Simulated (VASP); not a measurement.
# PbF2 (Fluorocronite): the band gap, functional by functional, part 2 of 3

How does the band gap of PbF2 (Fluorocronite) depend on the functional? The starting structure is a measured crystal structure from the Crystallography Open Database. Cell and atoms stay as given. Meshes and data sets differ where the inputs say so.

VASP 6.6.1.

Results so far: LDA 4.224 eV; PBE 4.420 eV; r2SCAN 4.935 eV.

The database entry behind the starting cell differs from later determinations by our own check (about 0.2 % short, mineral), so it need not match the best structure at ambient conditions.

## Step 5: Bands with TB-mBJ

Level of this step: TB-mBJ; plane waves and PAW (Pb_d, F) (VASP).

TB-mBJ is a local potential fitted to gaps: it costs far less than a hybrid but gives no energy. Its energies, forces and stress mean nothing.

INCAR

```
SYSTEM = PbF2
PREC = Accurate
ENCUT = 460
EDIFF = 1E-06
NELM = 150
ISMEAR = 0
SIGMA = 0.03
LREAL = .FALSE.
ALGO = Normal
METAGGA = MBJ
LASPH = .TRUE.
NBANDS = 27
LORBIT = 11
LWAVE = .FALSE.
LCHARG = .FALSE.
KPAR = 4
```

POSCAR

```
PbF2
1.0
    0.0000000000      2.9653000000      2.9653000000
    2.9653000000      0.0000000000      2.9653000000
    2.9653000000      2.9653000000      0.0000000000
Pb F
1 2
Direct
    0.0000000000      0.0000000000      0.0000000000
    0.7500000000      0.7500000000      0.7500000000
    0.2500000000      0.2500000000      0.2500000000
```

KPOINTS

```
Automatic mesh
0
Gamma
6 6 6
0 0 0
```

KPOINTS_OPT

```
Line mode
10
Line-mode
Reciprocal
  0.00000000   0.00000000   0.00000000 GAMMA
  0.50000000   0.00000000   0.50000000 X

  0.50000000   0.00000000   0.50000000 X
  0.50000000   0.25000000   0.75000000 W

  0.50000000   0.25000000   0.75000000 W
  0.37500000   0.37500000   0.75000000 K

  0.37500000   0.37500000   0.75000000 K
  0.00000000   0.00000000   0.00000000 GAMMA

  0.00000000   0.00000000   0.00000000 GAMMA
  0.50000000   0.50000000   0.50000000 L

  0.50000000   0.50000000   0.50000000 L
  0.62500000   0.25000000   0.62500000 U

  0.62500000   0.25000000   0.62500000 U
  0.50000000   0.25000000   0.75000000 W

  0.50000000   0.25000000   0.75000000 W
  0.50000000   0.50000000   0.50000000 L

  0.50000000   0.50000000   0.50000000 L
  0.37500000   0.37500000   0.75000000 K

  0.62500000   0.25000000   0.62500000 U
  0.50000000   0.00000000   0.50000000 X
```

PAW data sets: Pb_d and F (PBE family, release 64).

Command:

```console
> mpirun -np 4 vasp_std
```

The log of the run:

```text
[banner, memory and clock lines left out]
running    4 mpi-ranks, on    1 nodes
[...]
[... a notice as in an earlier step ...]

 LDA part: xc-table for (None), standard interpolation
 POSCAR, INCAR and KPOINTS ok, starting setup
[...]
entering main loop
       N       E                     dE             d eps       ncg     rms          rms(c)
DAV:   1     0.144144572710E+04    0.14414E+04   -0.12923E+04   896   0.108E+03
DAV:   2     0.118728644358E+04   -0.25416E+03   -0.23528E+03   946   0.326E+02
DAV:   3     0.116649357603E+04   -0.20793E+02   -0.20566E+02   985   0.100E+02
DAV:   4     0.116599325736E+04   -0.50032E+00   -0.49994E+00  1013   0.163E+01
[...]
DAV:  40     0.116963248602E+04    0.14398E-05   -0.47409E-10   474   0.194E-04    0.221E-04
DAV:  41     0.116963248817E+04    0.21512E-05   -0.12165E-10   477   0.953E-05    0.224E-04
DAV:  42     0.116963248891E+04    0.73692E-06   -0.32124E-11   474   0.528E-05
   1 F= 0.11696325E+04 E0= 0.11696325E+04  d E =-.977122E-19
 Start KPOINTS_OPT (optional k-point list driver)
k-point batch [1-16\100]
       N       E                     dE             ncg
DAV:   1     0.191781516638E+04   -0.82518E+04      904
DAV:   2    -0.243085948883E+04   -0.43487E+04      905
DAV:   3    -0.286141674223E+04   -0.43056E+03      992
DAV:   4    -0.287413871195E+04   -0.12722E+02     1074
DAV:   5    -0.287470118027E+04   -0.56247E+00     1327
DAV:   6    -0.287471682630E+04   -0.15646E-01     1183
DAV:   7    -0.287471712329E+04   -0.29699E-03     1335
DAV:   8    -0.287471712948E+04   -0.61943E-05     1106
DAV:   9    -0.287471712957E+04   -0.84369E-07      858
[...]
k-point batch [97-100\100]
       N       E                     dE             ncg
DAV:   1     0.111237938327E+05   -0.32537E+04      235
DAV:   2     0.100805352148E+05   -0.10433E+04      227
DAV:   3     0.998089391663E+04   -0.99641E+02      254
DAV:   4     0.997789284220E+04   -0.30011E+01      288
DAV:   5     0.997774651397E+04   -0.14633E+00      344
DAV:   6     0.997774373932E+04   -0.27746E-02      304
DAV:   7     0.997774367188E+04   -0.67441E-04      344
DAV:   8     0.997774367087E+04   -0.10090E-05      280
DAV:   9     0.997774367084E+04   -0.31185E-07      216
```

It took 43 s on 4 MPI ranks of AMD EPYC 7R43, shared host; peak memory 0.6 GiB.

From OUTCAR (step 5):

```text
  Total     -110.5738036   -110.5738036   -110.5738036     -0.0000000     -0.0000000      0.0000000
  in kB    -3397.2454299  -3397.2454299  -3397.2454299     -0.0000000     -0.0000000      0.0000000
  external PRESSURE =   -3397.2454299 kB  Pullay stress =       0.0000000 kB

 POSITION                                       TOTAL-FORCE (eV/Angst)
 -----------------------------------------------------------------------------------
      0.00000      0.00000      0.00000        -0.000000     -0.000000      0.000000
      4.44795      4.44795      4.44795        -0.000000     -0.000000     -0.000000
      1.48265      1.48265      1.48265         0.000000      0.000000      0.000000
 -----------------------------------------------------------------------------------
    total drift:                                0.000000     -0.000000      0.000000

  FREE ENERGIE OF THE ION-ELECTRON SYSTEM (eV)
  ---------------------------------------------------
  free  energy   TOTEN  =      1169.6324889069 eV

  energy  without entropy=     1169.6324889069  energy(sigma->0) =     1169.63248891

[... 2 parts as in an earlier step ...]

[... 1 further part left out ...]
[key lines of the parts left out:]
E-fermi :   3.8500
```

TB-mBJ gives a least gap of 5.887 eV, and a least direct gap of 5.960 eV. The least gap is +1.662 eV from that of LDA.

## Step 6: Bands with LDA + spin-orbit coupling

Spin-orbit coupling is switched on in this step.

INCAR

```
SYSTEM = PbF2
PREC = Accurate
ENCUT = 460
EDIFF = 1E-06
NELM = 100
ISMEAR = 0
SIGMA = 0.03
LREAL = .FALSE.
ALGO = Normal
GGA = CA
LNONCOLLINEAR = .TRUE.
MAGMOM = 0 0 0 0 0 0 0 0 0
NBANDS = 40
GGA_COMPAT = .FALSE.
LASPH = .TRUE.
LSORBIT = .TRUE.
LORBIT = 11
LWAVE = .FALSE.
LCHARG = .FALSE.
KPAR = 4
```

POSCAR is that of step 5.

KPOINTS is that of step 5.

KPOINTS_OPT is that of step 5.

PAW data sets: Pb_d and F (LDA family, release 64).

Command:

```console
> mpirun -np 4 vasp_ncl
```

The log of the run:

```text
[... set-up lines as in an earlier step ...]
 entering main loop
       N       E                     dE             d eps       ncg     rms          rms(c)
DAV:   1     0.349052038658E+03    0.34905E+03   -0.12877E+04  1280   0.149E+03
DAV:   2     0.283244840472E+02   -0.32073E+03   -0.29893E+03  1384   0.452E+02
DAV:   3    -0.159951003717E+02   -0.44320E+02   -0.43411E+02  1496   0.190E+02
DAV:   4    -0.178997182765E+02   -0.19046E+01   -0.19009E+01  1544   0.428E+01
[...]
DAV:  12    -0.162020558232E+02    0.34037E-05   -0.62957E-06  1720   0.399E-02    0.646E-03
DAV:  13    -0.162020571897E+02   -0.13666E-05   -0.69887E-06  1544   0.325E-02    0.435E-03
DAV:  14    -0.162020567281E+02    0.46163E-06   -0.97852E-07  1096   0.184E-02
   1 F= -.16202057E+02 E0= -.16202057E+02  d E =-.193916E-22  mag=    -0.0000    -0.0000     0.0000
 Start KPOINTS_OPT (optional k-point list driver)
k-point batch [1-16\100]
       N       E                     dE             ncg
DAV:   1     0.216341550817E+04   -0.69707E+04     1296
DAV:   2    -0.277389593378E+04   -0.49373E+04     1400
DAV:   3    -0.348361408595E+04   -0.70972E+03     1504
DAV:   4    -0.351592353817E+04   -0.32309E+02     1488
DAV:   5    -0.351720749280E+04   -0.12840E+01     1752
DAV:   6    -0.351725547579E+04   -0.47983E-01     1648
DAV:   7    -0.351725717565E+04   -0.16999E-02     1816
DAV:   8    -0.351725718542E+04   -0.97683E-05     1560
DAV:   9    -0.351725718557E+04   -0.14320E-06      960
[...]
k-point batch [97-100\100]
       N       E                     dE             ncg
DAV:   1     0.109557913468E+05   -0.29722E+04      320
DAV:   2     0.974571459473E+04   -0.12101E+04      336
DAV:   3     0.956826856421E+04   -0.17745E+03      400
DAV:   4     0.956041895921E+04   -0.78496E+01      360
DAV:   5     0.956011625941E+04   -0.30270E+00      464
DAV:   6     0.956010672243E+04   -0.95370E-02      400
DAV:   7     0.956010636736E+04   -0.35507E-03      480
DAV:   8     0.956010636498E+04   -0.23831E-05      360
DAV:   9     0.956010636494E+04   -0.44025E-07      256
```

It took 60 s on 4 MPI ranks; peak memory 0.95 GiB.

OUTCAR, selected parts (step 6):

```text
  Total       -1.9319687     -1.9319687     -1.9319687      0.0000000     -0.0000000     -0.0000000
  in kB      -59.3573855    -59.3573855    -59.3573855      0.0000000     -0.0000000     -0.0000000
  external PRESSURE =     -59.3573855 kB  Pullay stress =       0.0000000 kB

 POSITION                                       TOTAL-FORCE (eV/Angst)
 -----------------------------------------------------------------------------------
      0.00000      0.00000      0.00000         0.000000     -0.000000      0.000000
      4.44795      4.44795      4.44795        -0.000000     -0.000000     -0.000000
      1.48265      1.48265      1.48265         0.000000      0.000000      0.000000
 -----------------------------------------------------------------------------------
    total drift:                                0.000000      0.000000      0.000000

  FREE ENERGIE OF THE ION-ELECTRON SYSTEM (eV)
  ---------------------------------------------------
  free  energy   TOTEN  =       -16.2020567281 eV

  energy  without entropy=      -16.2020567281  energy(sigma->0) =      -16.20205673

 magnetization (x)
# of ion       s       p       d       tot
------------------------------------------
    1        0.000   0.000  -0.000  -0.000
    2       -0.000   0.000   0.000   0.000
    3        0.000   0.000   0.000   0.000
--------------------------------------------------
tot         -0.000   0.000  -0.000   0.000

 magnetization (y)
# of ion       s       p       d       tot
------------------------------------------
    1        0.000   0.000   0.000   0.000
    2       -0.000   0.000   0.000  -0.000
    3       -0.000   0.000   0.000  -0.000
--------------------------------------------------
tot         -0.000   0.000   0.000  -0.000

 magnetization (z)
# of ion       s       p       d       tot
------------------------------------------
    1        0.000   0.000  -0.000  -0.000
    2        0.000   0.000   0.000   0.000
    3        0.000   0.000   0.000   0.000
--------------------------------------------------
tot          0.000   0.000  -0.000  -0.000

[... 1 part as in an earlier step ...]

[... 2 further parts left out ...]
[key lines of the parts left out:]
E-fermi :   1.6472
```

LDA + spin-orbit coupling gives a least gap of 3.959 eV, and a least direct gap of 4.114 eV. The least gap is -0.266 eV from that of LDA.

## Step 7: Bands with r2SCAN + spin-orbit coupling

Changes to INCAR since step 6:

```diff
@@ -9,3 +9,4 @@
 ALGO = Normal
-GGA = CA
+METAGGA = R2SCAN
+LASPH = .TRUE.
 LNONCOLLINEAR = .TRUE.
@@ -14,3 +15,2 @@
 GGA_COMPAT = .FALSE.
-LASPH = .TRUE.
 LSORBIT = .TRUE.
```

POSCAR is that of step 6.

KPOINTS is that of step 6.

KPOINTS_OPT is that of step 6.

The projector-augmented-wave data sets are Pb_d and F (PBE family, release 64).

Command:

```console
> mpirun -np 4 vasp_ncl
```

The log of the run:

```text
[... set-up lines as in an earlier step ...]
 entering main loop
       N       E                     dE             d eps       ncg     rms          rms(c)
DAV:   1     0.299011329801E+03    0.29901E+03   -0.13096E+04  1280   0.152E+03
DAV:   2    -0.329477108163E+02   -0.33196E+03   -0.30888E+03  1376   0.462E+02
DAV:   3    -0.784377558092E+02   -0.45490E+02   -0.44553E+02  1520   0.195E+02
DAV:   4    -0.803562905150E+02   -0.19185E+01   -0.19157E+01  1536   0.435E+01
[...]
DAV:  14    -0.704278370721E+02    0.69677E-05   -0.98727E-05  1448   0.100E-01    0.131E-02
DAV:  15    -0.704278348332E+02    0.22389E-05   -0.70896E-06  1472   0.264E-02    0.604E-03
DAV:  16    -0.704278343391E+02    0.49404E-06   -0.13969E-06  1168   0.114E-02
   1 F= -.70427834E+02 E0= -.70427834E+02  d E =-.893649E-21  mag=    -0.0000     0.0000    -0.0000
 Start KPOINTS_OPT (optional k-point list driver)
k-point batch [1-16\100]
       N       E                     dE             ncg
DAV:   1     0.219315185060E+04   -0.69410E+04     1296
DAV:   2    -0.296391753087E+04   -0.51571E+04     1400
DAV:   3    -0.369790816438E+04   -0.73399E+03     1480
DAV:   4    -0.372975818574E+04   -0.31850E+02     1504
DAV:   5    -0.373099240537E+04   -0.12342E+01     1752
DAV:   6    -0.373103757846E+04   -0.45173E-01     1664
DAV:   7    -0.373103880986E+04   -0.12314E-02     1800
DAV:   8    -0.373103882098E+04   -0.11117E-04     1608
DAV:   9    -0.373103882114E+04   -0.16481E-06      952
[...]
k-point batch [97-100\100]
       N       E                     dE             ncg
DAV:   1     0.109634540102E+05   -0.29645E+04      320
DAV:   2     0.969554048011E+04   -0.12679E+04      344
DAV:   3     0.951471173162E+04   -0.18083E+03      392
DAV:   4     0.950713639915E+04   -0.75753E+01      352
DAV:   5     0.950683298839E+04   -0.30341E+00      464
DAV:   6     0.950682405084E+04   -0.89376E-02      400
DAV:   7     0.950682378522E+04   -0.26562E-03      480
DAV:   8     0.950682378309E+04   -0.21314E-05      352
DAV:   9     0.950682378304E+04   -0.45027E-07      256
```

The job ended after 6 min (4 MPI ranks; peak memory 1.2 GiB; 24 min of CPU time).

Parts of OUTCAR (step 7):

```text
  Total       -0.5527036     -0.5527036     -0.5527036      0.0000000     -0.0000000      0.0000000
  in kB      -16.9811437    -16.9811437    -16.9811437      0.0000000     -0.0000000      0.0000000
  external PRESSURE =     -16.9811437 kB  Pullay stress =       0.0000000 kB

 POSITION                                       TOTAL-FORCE (eV/Angst)
 -----------------------------------------------------------------------------------
      0.00000      0.00000      0.00000        -0.000000      0.000000      0.000000
      4.44795      4.44795      4.44795        -0.000000     -0.000000     -0.000000
      1.48265      1.48265      1.48265         0.000000      0.000000      0.000000
 -----------------------------------------------------------------------------------
    total drift:                                0.000000      0.000000      0.000000

  FREE ENERGIE OF THE ION-ELECTRON SYSTEM (eV)
  ---------------------------------------------------
  free  energy   TOTEN  =       -70.4278343391 eV

  energy  without entropy=      -70.4278343391  energy(sigma->0) =      -70.42783434

 magnetization (x)
# of ion       s       p       d       tot
------------------------------------------
    1        0.000   0.000   0.000   0.000
    2        0.000   0.000   0.000   0.000
    3       -0.000   0.000   0.000   0.000
--------------------------------------------------
tot          0.000   0.000   0.000   0.000

 magnetization (y)
# of ion       s       p       d       tot
------------------------------------------
    1        0.000   0.000   0.000   0.000
    2        0.000   0.000   0.000   0.000
    3        0.000   0.000   0.000   0.000
--------------------------------------------------
tot          0.000   0.000   0.000   0.000

 magnetization (z)
# of ion       s       p       d       tot
------------------------------------------
    1        0.000  -0.000   0.000   0.000
    2        0.000   0.000   0.000   0.000
    3        0.000   0.000   0.000   0.000
--------------------------------------------------
tot          0.000   0.000   0.000   0.000

[... 2 parts as in an earlier step ...]

[... 1 further part left out ...]
[key lines of the parts left out:]
E-fermi :   1.6355
```

r2SCAN + spin-orbit coupling gives a least gap of 4.647 eV, and a least direct gap of 4.788 eV. The least gap is -0.288 eV from that of r2SCAN.

## Step 8: Bands with TB-mBJ + spin-orbit coupling

Changes to INCAR since step 7:

```diff
@@ -4,3 +4,3 @@
 EDIFF = 1E-06
-NELM = 100
+NELM = 150
 ISMEAR = 0
@@ -9,3 +9,3 @@
 ALGO = Normal
-METAGGA = R2SCAN
+METAGGA = MBJ
 LASPH = .TRUE.
```

POSCAR is that of step 7.

KPOINTS is that of step 7.

KPOINTS_OPT is that of step 7.

Command:

```console
> mpirun -np 4 vasp_ncl
```

The log of the run:

```text
[... set-up lines as in an earlier step ...]
 entering main loop
       N       E                     dE             d eps       ncg     rms          rms(c)
DAV:   1     0.153256659351E+04    0.15326E+04   -0.12786E+04  1280   0.149E+03
DAV:   2     0.121259434514E+04   -0.31997E+03   -0.29846E+03  1376   0.451E+02
DAV:   3     0.116780137840E+04   -0.44793E+02   -0.43827E+02  1528   0.190E+02
DAV:   4     0.116581481569E+04   -0.19866E+01   -0.19833E+01  1584   0.436E+01
[...]
DAV:  55     0.116935045631E+04    0.50978E-04   -0.10707E-09   664   0.304E-04    0.145E-05
DAV:  56     0.116935049046E+04    0.34143E-04   -0.75245E-10   664   0.272E-04    0.664E-06
DAV:  57     0.116935049101E+04    0.55705E-06   -0.34990E-10   664   0.201E-04
   1 F= 0.11693505E+04 E0= 0.11693505E+04  d E =-.697923E-24  mag=    -0.0000    -0.0000    -0.0000
 Start KPOINTS_OPT (optional k-point list driver)
k-point batch [1-16\100]
       N       E                     dE             ncg
DAV:   1     0.311843393631E+04   -0.60157E+04     1296
DAV:   2    -0.209815641073E+04   -0.52166E+04     1416
DAV:   3    -0.284536589791E+04   -0.74721E+03     1472
DAV:   4    -0.288024183867E+04   -0.34876E+02     1560
DAV:   5    -0.288248473816E+04   -0.22429E+01     2184
DAV:   6    -0.288251458755E+04   -0.29849E-01     1736
DAV:   7    -0.288251541154E+04   -0.82399E-03     2024
DAV:   8    -0.288251543189E+04   -0.20360E-04     1872
DAV:   9    -0.288251543248E+04   -0.58759E-06     1104
[...]
k-point batch [97-100\100]
       N       E                     dE             ncg
DAV:   1     0.111965116948E+05   -0.27314E+04      320
DAV:   2     0.991157304742E+04   -0.12849E+04      344
DAV:   3     0.972885451941E+04   -0.18272E+03      384
DAV:   4     0.972005073027E+04   -0.88038E+01      376
DAV:   5     0.971946233854E+04   -0.58839E+00      560
DAV:   6     0.971945355426E+04   -0.87843E-02      416
DAV:   7     0.971945338525E+04   -0.16900E-03      496
DAV:   8     0.971945337951E+04   -0.57388E-05      488
DAV:   9     0.971945337942E+04   -0.88934E-07      256
```

Run time: 3.3 min. Hardware: 4 MPI ranks; peak memory 1.3 GiB; 13 min of CPU time.

Parts of OUTCAR (step 8):

```text
  Total     -110.5178092   -110.5178092   -110.5178092      0.0000000      0.0000000     -0.0000000
  in kB    -3395.5250683  -3395.5250683  -3395.5250683      0.0000000      0.0000000     -0.0000000
  external PRESSURE =   -3395.5250683 kB  Pullay stress =       0.0000000 kB

 POSITION                                       TOTAL-FORCE (eV/Angst)
 -----------------------------------------------------------------------------------
      0.00000      0.00000      0.00000        -0.000000     -0.000000     -0.000000
      4.44795      4.44795      4.44795        -0.000000     -0.000000      0.000000
      1.48265      1.48265      1.48265         0.000000      0.000000     -0.000000
 -----------------------------------------------------------------------------------
    total drift:                                0.000000      0.000000      0.000000

  FREE ENERGIE OF THE ION-ELECTRON SYSTEM (eV)
  ---------------------------------------------------
  free  energy   TOTEN  =      1169.3504910126 eV

  energy  without entropy=     1169.3504910126  energy(sigma->0) =     1169.35049101

 magnetization (x)
# of ion       s       p       d       tot
------------------------------------------
    1        0.000  -0.000   0.000   0.000
    2       -0.000   0.000   0.000  -0.000
    3       -0.000   0.000   0.000  -0.000
--------------------------------------------------
tot         -0.000  -0.000   0.000  -0.000

 magnetization (y)
# of ion       s       p       d       tot
------------------------------------------
    1       -0.000   0.000   0.000  -0.000
    2        0.000   0.000   0.000   0.000
    3        0.000   0.000   0.000   0.000
--------------------------------------------------
tot         -0.000   0.000   0.000  -0.000

 magnetization (z)
# of ion       s       p       d       tot
------------------------------------------
    1        0.000   0.000   0.000   0.000
    2        0.000   0.000   0.000   0.000
    3        0.000   0.000   0.000   0.000
--------------------------------------------------
tot          0.000   0.000   0.000   0.000

[... 2 parts as in an earlier step ...]

[... 1 further part left out ...]
[key lines of the parts left out:]
E-fermi :   3.8638
```

TB-mBJ + spin-orbit coupling gives a least gap of 5.492 eV, and a least direct gap of 5.565 eV. The least gap is -0.395 eV from that of TB-mBJ.

(Continued in part 3 of 3.)

[Lines on the potential files, build, host, timing and source positions are cut from VASP's logs without a mark.]

[Logs are printed without paths, hosts, clocks, repeated set-up lines and the standing remarks that a program may print on its own settings, such as how far it seeks lower states.]

[Hosts, paths, dates, database ids (printed as entryN), source tags and the programs' standing remarks are cut or masked in the printed files.]
